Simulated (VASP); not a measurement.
```
CELL_PARAMETERS angstrom
      2.89190     0.00000     0.00000
      0.00000     2.89190     0.00000
      0.00000     0.00000     2.89190
ATOMIC_POSITIONS crystal
  Cr 0.00000 0.00000 0.00000
  Cr 0.50000 0.50000 0.50000
```
Starting moments (μB, in the order of the record's atoms Cr Cr): 1.4 -1.4.

Computed with revPBE GGA, VASP's PBE PAW potentials (set 64) (plane waves; VASP 6.6.1). Settings: 520 eV cut-off, Gaussian smearing of 0.050 eV, potentials Cr_pv.

Task: Give the spin-up energies of bands 7 to 15 at the high-symmetry points, in eV from the Fermi level.

Result: 
| band | Γ | X | M | R |
|---|---|---|---|---|
| 7 | -7.66 | -4.00 | -4.24 | -2.57 |
| 8 | -3.98 | -3.65 | -4.08 | -2.57 |
| 9 | -3.98 | -2.05 | -2.26 | -2.57 |
| 10 | -0.86 | -1.02 | -2.26 | -1.67 |
| 11 | -0.86 | -0.90 | 0.96 | -1.67 |
| 12 | -0.86 | -0.90 | 1.03 | -1.67 |
| 13 | 1.30 | 0.06 | 1.03 | 1.01 |
| 14 | 1.30 | 0.42 | 1.08 | 1.01 |
| 15 | 2.64 | 0.42 | 1.44 | 2.24 |

Task: Give the spin-down energies of bands 7 to 15 at the high-symmetry points, in eV from the Fermi level.

Result: 
```json
[
 {"band": "7", "Γ": "-7.66", "X": "-4.00", "M": "-4.24", "R": "-2.57"},
 {"band": "8", "Γ": "-3.98", "X": "-3.65", "M": "-4.08", "R": "-2.57"},
 {"band": "9", "Γ": "-3.98", "X": "-2.05", "M": "-2.26", "R": "-2.57"},
 {"band": "10", "Γ": "-0.86", "X": "-1.02", "M": "-2.26", "R": "-1.67"},
 {"band": "11", "Γ": "-0.86", "X": "-0.90", "M": "0.96", "R": "-1.67"},
 {"band": "12", "Γ": "-0.86", "X": "-0.90", "M": "1.03", "R": "-1.67"},
 {"band": "13", "Γ": "1.30", "X": "0.06", "M": "1.03", "R": "1.01"},
 {"band": "14", "Γ": "1.30", "X": "0.42", "M": "1.08", "R": "1.01"},
 {"band": "15", "Γ": "2.64", "X": "0.42", "M": "1.44", "R": "2.24"}
]
```

It has no gap at this level: it comes out as a metal or semimetal.

The compound is Cr in the bcc, AFM order structure. It was relaxed first.
